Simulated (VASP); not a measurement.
An input for Quantum ESPRESSO's pw.x (written as the equivalent of a VASP run, and not itself run):

```
&CONTROL
  calculation = 'vc-relax'
  pseudo_dir = './pseudo'
  outdir = './out'
  tprnfor = .true.
  tstress = .true.
  nstep = 60
  forc_conv_thr = 0.00039
/
&SYSTEM
  ibrav = 0
  nat = 2
  ntyp = 2
  ecutwfc = 96
  occupations = 'smearing'
  smearing = 'methfessel-paxton'
  degauss = 0.00735
  input_dft = 'rpbe'
/
&ELECTRONS
  conv_thr = 7.3e-08
  electron_maxstep = 100
/
&IONS
/
&CELL
/
ATOMIC_SPECIES
  Ti 47.867 Ti.upf
  Co 58.933 Co.upf
CELL_PARAMETERS angstrom
     2.9900000    0.0000000    0.0000000
     0.0000000    2.9900000    0.0000000
     0.0000000    0.0000000    2.9900000
ATOMIC_POSITIONS crystal
  Ti   0.0000000  0.0000000  0.0000000
  Co   0.5000000  0.5000000  0.5000000
K_POINTS automatic
  11 11 11 0 0 0
```

Task: Translate this input to VASP (INCAR, KPOINTS, POSCAR, choice of POTCAR).

Result: One answer among several that fit: 
### INCAR
```
LASPH=.TRUE.
SIGMA=0.1   ! width (eV)
IBRION=2   ! conjugate gradients
PREC=Accurate
LREAL=.FALSE.
ALGO=Normal
EDIFFG=-0.01
EDIFF=1E-6   ! SCF stop (eV)
ISMEAR=1   ! Methfessel-Paxton
LCHARG=.FALSE.
LMAXMIX=4   ! l cut-off of mixed one-centre charges
GGA=RP   ! RPBE
ENCUT=520
SYSTEM=TiCo
NELM=100   ! most electronic steps
ISIF=3   ! ions, shape and volume
NSW=60   ! most ionic steps
LWAVE=.FALSE.
```

**KPOINTS**
```
Automatic mesh
0
Gamma
11 11 11
0 0 0
```

POSCAR:
```
TiCo
1
    2.9900000000     0.0000000000     0.0000000000
    0.0000000000     2.9900000000     0.0000000000
    0.0000000000     0.0000000000     2.9900000000
Ti Co
1 1
Direct
  0.0000000000   0.0000000000   0.0000000000
  0.5000000000   0.5000000000   0.5000000000
```

POTCAR, in this order: Ti_sv Co (PBE.64 set). Program: vasp_std.

What does not carry over: the potentials are each code's own (VASP's PAW set, PseudoDojo norm-conserving files in pw.x), so ENCUT and ecutwfc are chosen apart and not converted; conv_thr bounds pw.x's estimated SCF error, while EDIFF bounds the energy change between steps; forc_conv_thr acts on force components and is met together with etot_conv_thr.

The compound is TiCo in the CsCl type structure. This run relaxes it. Symmetry was kept, so distortions that lower it aren't found.
